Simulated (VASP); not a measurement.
Set up this calculation in VASP 6.6.1, as the native input.

```
Task                   : single point
Functional             : PBE
Dispersion             : D3(BJ)
Potentials or basis    : VASP PAW PBE potentials, release 64 (S, C)
Cutoff                 : 520 eV
k mesh                 : 1 × 1 × 1
Occupations            : fermi-dirac, width 0.02 eV
Spin                   : no spin polarisation
Dipole correction      : no
Further INCAR settings : LREAL = Auto; ALGO = Normal; EDIFF = 1e-06; NBANDS = 82
```

The structure of CS2 lies in POSCAR:

```
CS2
1.0
    9.2831780000      0.0000000000      0.0000000000
    0.0000000000      9.2831780000      0.0000000000
    0.0000000000      0.0000000000      9.2831780000
S C
16 8
Direct
    0.1206914270      0.8547719326      0.3298439392
    0.0591715466      1.0583229148      0.0672075877
    0.9167550164      0.7041338645      1.1623174736
    0.8726429677      0.7089705702      0.8287894512
    0.4465712065      0.2747119575     -0.1129893233
    0.6075182443      0.2946512498      0.1632307384
    0.1728072003      0.4182188470      0.1529648575
    0.0345463590      0.4016835614     -0.1554101408
    0.9131032498      0.1105332678      0.6864459563
    0.7862716841      0.2041434517      0.3911483761
    0.5890116510      0.4969634321      0.4674692223
    0.3172189524      0.3809902169      0.5999992675
    0.3825090933      0.6913472951     -0.0249914415
    0.4657779911      0.8452493316      0.2614514124
    0.5583001856     -0.0664104469      0.7400698338
    0.2272497630      0.0009479512      0.8022037281
    0.0685541094      0.9426297761      0.1940714699
    0.8740972111      0.6954407208      1.0010472707
    0.5584833125      0.2779974703      0.0106321348
    0.1048563326      0.4176156053      0.0029623476
    0.8312239623      0.1543221513      0.5416140895
    0.4544672094      0.4584529134      0.5414417347
    0.4292710966      0.7656214284      0.1190971454
    0.3949940419     -0.0223199426      0.7784187700
```

The cell was built by a generator and needn't be a form met in nature.

These files were run (other wordings do the same):

INCAR

```
ALGO = Normal
EDIFF = 1E-6
ENCUT = 520
GGA = PE
ISIF = 2
ISMEAR = -1
IVDW = 12
LASPH = True
LCHARG = False
LREAL = Auto
LWAVE = False
NBANDS = 82
NELM = 100
PREC = Accurate
SIGMA = 0.02
```

KPOINTS

```
k-points
0
Gamma
  1 1 1
```

Potentials or basis: VASP PAW PBE potentials, release 64 (S, C).

The run is started by

```console
$ cat potpaw_PBE.64/S/POTCAR potpaw_PBE.64/C/POTCAR > POTCAR
$ mpirun -np 1 vasp_gam > vasp.out
```

It gave:

```json
{
  "Pressure": "0.9 GPa",
  "Largest force": "5.322 eV/Å",
  "Band gap on the k mesh": "2.36 eV, direct",
  "Dispersion energy per atom": "-0.121 eV"
}
```

It took 110 s on 1 thread of Intel(R) Xeon(R) Platinum 8488C (Sapphire Rapids), with other jobs on the host, peak memory 0.64 GiB.
